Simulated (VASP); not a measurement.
Input:

```
CELL_PARAMETERS angstrom
      0.00000     3.30480     3.30480
      3.30480     0.00000     3.30480
      3.30480     3.30480     0.00000
ATOMIC_POSITIONS crystal
  In 0.00000 0.00000 0.00000
  Sb 0.25000 0.25000 0.25000
```

Computed with PBE GGA, VASP's PBE PAW potentials (set 64) (plane waves; VASP). Settings: 400 eV cut-off, KSPACING 0.6 per Å, Gaussian smearing of 0.050 eV, potentials In_d Sb.

Gaps are read on the run's mesh, which can miss a band edge. Unless said otherwise, spin-orbit coupling is left out, though it shifts the bands of the heavy elements here.

Task: Predict the energy per atom (σ→0), pressure, band gap (on the k-mesh) with the smallest direct gap where there is one.

Result: 
The band gap (on the k-mesh) comes out as none (metal, semimetal or under 0.01 eV) and the energy per atom (σ→0) comes out as -3.256 eV/atom. The pressure is 1.85 GPa.

Only differences to runs with the same potentials and settings are physical.

The compound is InSb in the zinc blende structure. The cell was not relaxed at this level. The run is one of a series of settings (KGAMMA = .TRUE., KSPACING = 0.6, KPOINTS file removed against the base run), some of them coarse on purpose.
